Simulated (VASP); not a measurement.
Consider the following.

```
PbO
1.0
    3.98000     0.00000     0.00000
    0.00000     3.98000     0.00000
    0.00000     0.00000     5.02000
Pb O
2 2
Direct
  0.50000   0.00000   0.76500
  0.00000   0.50000   0.23500
  0.50000   0.50000   0.00000
  0.00000   0.00000   0.00000
```
Cell charge -0.1.

Method: PBE GGA, VASP's PBE PAW potentials (set 64) (plane waves; VASP). Numerical set-up: NELECT = 40.1, 520 eV cut-off, 5×5×4 Γ-centred mesh, Gaussian smearing of 0.050 eV, potentials Pb_d O.

The cell is charged, with a uniform compensating background.

Problem. Which forces act on the atoms, in eV/Å?

Solution. 
| atom | Fx | Fy | Fz |
|---|---|---|---|
| Pb1 | 0.000 | 0.000 | -0.724 |
| Pb2 | 0.000 | 0.000 | 0.724 |
| O3 | 0.000 | 0.000 | 0.000 |
| O4 | 0.000 | 0.000 | 0.000 |

Problem. Give the stress tensor in GPa (positive for a compressed cell).

Solution. 
```
7.29  0.00  0.00
0.00  7.29  0.00
0.00  0.00  6.43
```
The pressure is its mean diagonal, 7.00 GPa.

The compound is PbO in the litharge structure. The cell was not relaxed at this level. The k-mesh is coarse (spacing up to 0.32 per Å, 2π included), so the numbers may not be converged in it. The run is one of a series of settings (NELECT = 40.1 against the base run), some of them coarse on purpose.
